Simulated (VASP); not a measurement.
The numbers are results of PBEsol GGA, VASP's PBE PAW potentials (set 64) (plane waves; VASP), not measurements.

VASP ran on this input.

**INCAR**
```
SYSTEM=La(CuGe)2
PREC=Accurate; ENCUT=300; LREAL=F
LASPH=T
EDIFF=1E-6; NELM=100; ALGO=Normal
LMAXMIX=6
ISMEAR=0; SIGMA=0.05
GGA=PS
ISIF=2
LWAVE=F; LCHARG=F
```

**POSCAR**
```
La(CuGe)2
1
   -2.1103950000     2.1103950000     5.0661750000
    2.1103950000    -2.1103950000     5.0661750000
    2.1103950000     2.1103950000    -5.0661750000
La Cu Ge
1 2 2
Direct
  0.0000000000   0.0000000000   0.0000000000
  0.2500000000   0.7500000000   0.5000000000
  0.7500000000   0.2500000000   0.5000000000
  0.6260600000   0.6260600000   0.0000000000
  0.3739400000   0.3739400000   0.0000000000
```

**KPOINTS**
```
Automatic mesh
0
Gamma
7 7 7
0 0 0
```

POTCAR, in this order: La Cu Ge_d (PBE.64 set). Program: vasp_std.

The resulting files:

File OUTCAR:
```
 ion  position               nearest neighbor table
   1  0.000  0.000  0.000-   4 3.25   4 3.25   4 3.25   5 3.25   4 3.25   5 3.25   5 3.25   5 3.25
  LATTYP: Found a body centered tetragonal cell.
 ALAT       =     4.2207900000
 C/A-ratio  =     2.4005814077
 Subroutine PRICEL returns:
 Original cell was already a primitive cell.
 Subroutine GETGRP returns: Found 16 space group operations
The static configuration has the point symmetry D_4h.
The dynamic configuration has the point symmetry D_4h.
 Subroutine INISYM returns: Found 16 space group operations
 Subroutine IBZKPT returns following result:
 Found     40 irreducible k-points:

 Following reciprocal coordinates:
            Coordinates               Weight
  0.000000  0.000000  0.000000      1.000000
  0.142857  0.000000  0.000000      8.000000
  0.285714  0.000000  0.000000      8.000000
  0.428571  0.000000 -0.000000      8.000000
  0.142857  0.142857  0.000000      8.000000
  0.285714  0.142857  0.000000     16.000000
  0.428571  0.142857  0.000000     16.000000
 -0.428571  0.142857  0.000000     16.000000
 -0.285714  0.142857  0.000000     16.000000
...
```

OSZICAR:
```
       N       E                     dE             d eps       ncg     rms          rms(c)
DAV:   1     0.513030102205E+03    0.51303E+03   -0.18318E+04  2968   0.265E+03
DAV:   2     0.893788301859E+02   -0.42365E+03   -0.40639E+03  2968   0.605E+02
DAV:   3    -0.173200567526E+02   -0.10670E+03   -0.10096E+03  3608   0.235E+02
DAV:   4    -0.312487235432E+02   -0.13929E+02   -0.13381E+02  5060   0.765E+01
DAV:   5    -0.322006676696E+02   -0.95194E+00   -0.94277E+00  5192   0.217E+01    0.234E+01
DAV:   6    -0.379835553621E+02   -0.57829E+01   -0.28240E+02  4040   0.218E+02    0.206E+01
DAV:   7    -0.278065241054E+02    0.10177E+02   -0.66723E+01  4360   0.102E+02    0.721E+00
DAV:   8    -0.274977859745E+02    0.30874E+00   -0.69987E+00  4640   0.186E+01    0.491E+00
DAV:   9    -0.269465344502E+02    0.55125E+00   -0.13440E+00  5332   0.124E+01    0.258E+00
DAV:  10    -0.268167115781E+02    0.12982E+00   -0.19993E+00  4760   0.173E+01    0.155E+00
DAV:  11    -0.268057418547E+02    0.10970E-01   -0.43922E-01  5016   0.588E+00    0.801E-01
DAV:  12    -0.267991823484E+02    0.65595E-02   -0.36444E-02  5188   0.205E+00    0.422E-01
DAV:  13    -0.267977100781E+02    0.14723E-02   -0.73416E-03  5268   0.103E+00    0.162E-01
DAV:  14    -0.267974277557E+02    0.28232E-03   -0.22670E-03  5228   0.505E-01    0.189E-02
DAV:  15    -0.267974568866E+02   -0.29131E-04   -0.31916E-04  4844   0.140E-01    0.179E-02
DAV:  16    -0.267974540683E+02    0.28182E-05   -0.60722E-05  5264   0.110E-01    0.107E-02
DAV:  17    -0.267974527926E+02    0.12757E-05   -0.14969E-05  4912   0.386E-02    0.439E-03
DAV:  18    -0.267974529799E+02   -0.18727E-06   -0.66031E-07  2200   0.892E-03
   1 F= -.26797453E+02 E0= -.26795360E+02  d E =-.418520E-02
```

OUTCAR:
```
------------------------ aborting loop because EDIFF is reached ----------------------------------------
  FORCE on cell =-STRESS in cart. coord.  units (eV):
  Direction    XX          YY          ZZ          XY          YZ          ZX
  --------------------------------------------------------------------------------------
  Total       -2.3245469     -2.3245469     -1.9942957      0.0000000      0.0000000      0.0000000
  in kB      -41.2649399    -41.2649399    -35.4023790      0.0000000      0.0000000      0.0000000
  external PRESSURE =     -39.3107529 kB  Pullay stress =       0.0000000 kB
  volume of cell :       90.25
      direct lattice vectors                 reciprocal lattice vectors
    -2.110395000  2.110395000  5.066175000     0.000000000  0.236922472  0.098693788
     2.110395000 -2.110395000  5.066175000     0.236922472  0.000000000  0.098693788
     2.110395000  2.110395000 -5.066175000     0.236922472  0.236922472  0.000000000
 POSITION                                       TOTAL-FORCE (eV/Angst)
 -----------------------------------------------------------------------------------
      0.00000      0.00000      0.00000        -0.000000     -0.000000     -0.000000
      2.11039      0.00000      2.53309        -0.000000     -0.000000     -0.000000
      0.00000      2.11039      2.53309        -0.000000     -0.000000     -0.000000
      0.00000      0.00000      6.34346         0.000000      0.000000     -0.004907
      0.00000      0.00000      3.78889         0.000000      0.000000      0.004907
 -----------------------------------------------------------------------------------
    total drift:                                0.000000      0.000000     -0.000000
  FREE ENERGIE OF THE ION-ELECTRON SYSTEM (eV)
  ---------------------------------------------------
  free  energy   TOTEN  =       -26.7974529799 eV

  energy  without entropy=      -26.7932677812  energy(sigma->0) =      -26.79536038
```
(Selected blocks of OUTCAR.)

At this cut-off the stress carries a Pulay error, which pulls relaxed volumes low.

The structure comes from a computed database's Cu2LaGe2 entry (I4/mmm); how it stands against other phases isn't given here. The cell was not relaxed at this level. The k-mesh is coarse (spacing up to 0.30 per Å, 2π included), so the numbers may not be converged in it. The run is one of a series of settings (GGA = PS, POTCAR La Cu Ge_d (PBE.64 set) against the base run), some of them coarse on purpose. The electron count is odd and the run is not spin-polarised, which forces a metal.
